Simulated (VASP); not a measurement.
The input files of a VASP run:

### INCAR
```
ALGO  =  Normal
EDIFF  =  1E-7
ENCUT  =  400
ISIF  =  2
ISMEAR  =  -5
LASPH  =  .TRUE.
LCHARG  =  .TRUE.
LEFG  =  .TRUE.
LMAXMIX  =  4
LORBIT  =  11
LREAL  =  .FALSE.
LWAVE  =  .FALSE.
NEDOS  =  601
NELM  =  100
PREC  =  Accurate
SYSTEM  =  CuGaSe2
```

**KPOINTS**
```
Regular mesh
0
gamma
 6 6 6
0 0 0
```

POSCAR:
```
CuGaSe2
1
   -2.7590603383     2.7590603383     5.4716127670
    2.7590603383    -2.7590603383     5.4716127670
    2.7590603383     2.7590603383    -5.4716127670
Ga Cu Se
2 2 4
Direct
  0.5000000000   0.5000000000   0.0000000000
  0.2500000000   0.7500000000   0.5000000000
  0.0000000000   0.0000000000   0.0000000000
  0.7500000000   0.2500000000   0.5000000000
  0.8750000000   0.8836815103   0.5086815103
  0.1163184897   0.6250000000   0.9913184897
  0.3750000000   0.3663184897   0.4913184897
  0.6336815103   0.1250000000   0.0086815103
```

POTCAR, in this order: Ga_d Cu Se (LDA.64 set). Program: vasp_std.

Translate this LDA calculation to Ansatz.

One equivalent input (not run):
Ansatz 0.2 input:
```yaml
crystal:
  lattice:
    - [-2.7590603, 2.7590603, 5.4716128]
    - [2.7590603, -2.7590603, 5.4716128]
    - [2.7590603, 2.7590603, -5.4716128]
  atoms:
    - { symbol: Ga, position: [0.5000000, 0.5000000, 0.0000000] }
    - { symbol: Ga, position: [0.2500000, 0.7500000, 0.5000000] }
    - { symbol: Cu, position: [0.0000000, 0.0000000, 0.0000000] }
    - { symbol: Cu, position: [0.7500000, 0.2500000, 0.5000000] }
    - { symbol: Se, position: [0.8750000, 0.8836815, 0.5086815] }
    - { symbol: Se, position: [0.1163185, 0.6250000, 0.9913185] }
    - { symbol: Se, position: [0.3750000, 0.3663185, 0.4913185] }
    - { symbol: Se, position: [0.6336815, 0.1250000, 0.0086815] }
kpoints:
  mp_grid: { grid: [6, 6, 6] }
hamiltonian:
  xc: lda
  pseudopotentials: { kind: paw }
scf:
  occupations: { method: tetrahedron }
  max_iter: 100
output: { forces: true, stress: true, eigenvalues: true }
```
What does not carry over: each code has its own PAW files, so the cut-off isn't converted (ENCUT is set for VASP's; basis.ecutwfc is left out, and Ansatz then takes the one that its files recommend); Ansatz stops its SCF on the density residual and VASP on the energy change (EDIFF); Ansatz's lda is the Perdew-Wang form, while the LDA potentials of VASP carry Perdew-Zunger's; the field gradients of LEFG aren't asked of the other code.

The compound is CuGaSe2 in the chalcopyrite structure. It was relaxed first.
